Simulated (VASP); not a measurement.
Level of theory: RPBE GGA, VASP's PBE PAW potentials (set 64) (plane waves; VASP).

VASP ran on this input.

### POSCAR
```
BaZrO3
1
    4.2705467303     0.0000000000     0.0000000000
    0.0000000000     4.2705467303     0.0000000000
    0.0000000000     0.0000000000     4.2705467303
Ba Zr O
1 1 3
Direct
  0.0000000000   0.0000000000   0.0000000000
  0.5000000000   0.5000000000   0.5000000000
  0.5000000000   0.0000000000   0.5000000000
  0.0000000000   0.5000000000   0.5000000000
  0.5000000000   0.5000000000   0.0000000000
```

KPOINTS:
```
Automatic mesh
0
Gamma
6 6 6
0 0 0
```

### INCAR
```
SYSTEM = BaZrO3
PREC = Accurate
ENCUT = 520
EDIFF = 1E-7
NELM = 100
ALGO = Normal
LREAL = .FALSE.
LASPH = .TRUE.
ISMEAR = -5
GGA = RP
LMAXMIX = 4
LWAVE = .FALSE.
LCHARG = .TRUE.
LORBIT = 11
NEDOS = 601
ISIF = 2
LEFG = .TRUE.
```

POTCAR, in this order: Ba_sv Zr_sv O (PBE.64 set). Program: vasp_std.

The resulting files:

OSZICAR:
```
       N       E                     dE             d eps       ncg     rms          rms(c)
DAV:   1     0.330390312565E+03    0.33039E+03   -0.22003E+04   960   0.162E+03
DAV:   2    -0.273803307809E+02   -0.35777E+03   -0.35283E+03  1272   0.389E+02
DAV:   3    -0.469027105114E+02   -0.19522E+02   -0.19506E+02  1600   0.910E+01
DAV:   4    -0.474037111181E+02   -0.50100E+00   -0.50083E+00  1344   0.117E+01
DAV:   5    -0.474210740745E+02   -0.17363E-01   -0.17363E-01  1416   0.138E+00    0.270E+01
DAV:   6    -0.396866811578E+02    0.77344E+01   -0.49240E+01  1272   0.439E+01    0.117E+01
DAV:   7    -0.397152835139E+02   -0.28602E-01   -0.38196E+00  1400   0.108E+01    0.676E+00
DAV:   8    -0.397268168655E+02   -0.11533E-01   -0.40080E-01  1184   0.508E+00    0.706E-01
DAV:   9    -0.397290984747E+02   -0.22816E-02   -0.66740E-02  1352   0.154E+00    0.499E-01
DAV:  10    -0.397336922607E+02   -0.45938E-02   -0.23316E-02  1272   0.136E+00    0.303E-01
DAV:  11    -0.397331276810E+02    0.56458E-03   -0.29047E-03  1248   0.477E-01    0.541E-02
DAV:  12    -0.397333114740E+02   -0.18379E-03   -0.47996E-04  1160   0.169E-01    0.441E-02
DAV:  13    -0.397333193382E+02   -0.78642E-05   -0.69471E-05  1584   0.581E-02    0.132E-02
DAV:  14    -0.397333218339E+02   -0.24957E-05   -0.86528E-06  1216   0.240E-02    0.103E-02
DAV:  15    -0.397333219324E+02   -0.98516E-07   -0.29514E-06  1368   0.133E-02    0.158E-03
DAV:  16    -0.397333220637E+02   -0.13128E-06   -0.33504E-07  1144   0.419E-03    0.609E-04
DAV:  17    -0.397333221868E+02   -0.12311E-06   -0.48664E-08   848   0.156E-03    0.295E-04
DAV:  18    -0.397333221632E+02    0.23619E-07   -0.90610E-09   704   0.732E-04
   1 F= -.39733322E+02 E0= -.39733322E+02  d E =0.000000E+00
```

File OUTCAR:
```
------------------------ aborting loop because EDIFF is reached ----------------------------------------
  FORCE on cell =-STRESS in cart. coord.  units (eV):
  Direction    XX          YY          ZZ          XY          YZ          ZX
  --------------------------------------------------------------------------------------
  Total       -0.0532200     -0.0532200     -0.0532200     -0.0000000      0.0000000      0.0000000
  in kB       -1.0947998     -1.0947998     -1.0947998     -0.0000000      0.0000000      0.0000000
  external PRESSURE =      -1.0947998 kB  Pullay stress =       0.0000000 kB
  volume of cell :       77.88
      direct lattice vectors                 reciprocal lattice vectors
     4.270546730  0.000000000  0.000000000     0.234162055  0.000000000  0.000000000
     0.000000000  4.270546730  0.000000000     0.000000000  0.234162055  0.000000000
     0.000000000  0.000000000  4.270546730     0.000000000  0.000000000  0.234162055
 POSITION                                       TOTAL-FORCE (eV/Angst)
 -----------------------------------------------------------------------------------
      0.00000      0.00000      0.00000         0.000000      0.000000      0.000000
      2.13527      2.13527      2.13527         0.000000      0.000000      0.000000
      2.13527      0.00000      2.13527         0.000000      0.000000      0.000000
      0.00000      2.13527      2.13527         0.000000      0.000000      0.000000
      2.13527      2.13527      0.00000         0.000000      0.000000      0.000000
 -----------------------------------------------------------------------------------
    total drift:                                0.000000     -0.000000     -0.000000
  FREE ENERGIE OF THE ION-ELECTRON SYSTEM (eV)
  ---------------------------------------------------
  free  energy   TOTEN  =       -39.7333221632 eV

  energy  without entropy=      -39.7333221632  energy(sigma->0) =      -39.73332216

 total charge

# of ion       s       p       d       tot
------------------------------------------
    1        2.002   5.647   0.239   7.888
    2        2.184   6.069   1.356   9.610
    3        1.564   3.470   0.000   5.034
    4        1.564   3.470   0.000   5.034
    5        1.564   3.470   0.000   5.034
--------------------------------------------------
tot          8.877  22.125   1.596  32.598

 Electric field gradients after diagonalization (V/A^2)
 (convention: |V_zz| > |V_xx| > |V_yy|)
----------------------------------------------------------------------
 ion       V_xx      V_yy      V_zz     asymmetry (V_yy - V_xx)/ V_zz
----------------------------------------------------------------------
   1       0.000    -0.000    -0.000       0.540
   2       0.000    -0.000    -0.000       1.006
   3       2.740     2.740    -5.481       0.000
   4       2.740     2.740    -5.481       0.000
   5       2.740     2.740    -5.481       0.000
```
(Selected blocks of OUTCAR.)

File OUTCAR:
```
 val. band max:        3.5509092987   @ k =   0.5000   0.5000   0.5000

 cond. band min:       6.6588883972   @ k =   0.0000   0.0000   0.0000


 Fermi energy:         3.6331228604

 k-point     1 :       0.0000    0.0000    0.0000
  band No.  band energies     occupation
      1     -43.8834      2.00000
      2     -22.0206      2.00000
      3     -21.9639      2.00000
      4     -21.9639      2.00000
      5     -21.9639      2.00000
      6     -12.8109      2.00000
      7     -12.5111      2.00000
      8     -12.5111      2.00000
      9      -7.1525      2.00000
     10      -7.1525      2.00000
     11      -7.1525      2.00000
     12       2.0327      2.00000
     13       2.0327      2.00000
     14       2.0327      2.00000
     15       2.6527      2.00000
     16       2.6527      2.00000
     17       2.6527      2.00000
     18       3.2732      2.00000
     19       3.2732      2.00000
     20       3.2732      2.00000
     21       6.6589      0.00000
     22       6.6589      0.00000
     23       6.6589      0.00000
     24       8.2387      0.00000

 k-point     2 :       0.1667    0.0000    0.0000
  band No.  band energies     occupation
      1     -43.8828      2.00000
      2     -22.1016      2.00000
      3     -21.9626      2.00000
      4     -21.9626      2.00000
      5     -21.9201      2.00000
      6     -12.8038      2.00000
      7     -12.5063      2.00000
      8     -12.3683      2.00000
      9      -7.1386      2.00000
     10      -7.1386      2.00000
     11      -7.1154      2.00000
     12       1.6088      2.00000
     13       1.9669      2.00000
     14       1.9669      2.00000
     15       2.4235      2.00000
     16       2.4235      2.00000
     17       2.4801      2.00000
     18       2.6902      2.00000
     19       3.1860      2.00000
     20       3.1860      2.00000
     21       6.7441      0.00000
     22       7.2082      0.00000
     23       7.2082      0.00000
     24       8.6261      0.00000
...
```

Unless said otherwise, spin-orbit coupling is left out, though it shifts the bands of the heavy elements here.

The compound is BaZrO3 in the cubic perovskite structure. It was relaxed first, which changed the volume by +6 %.
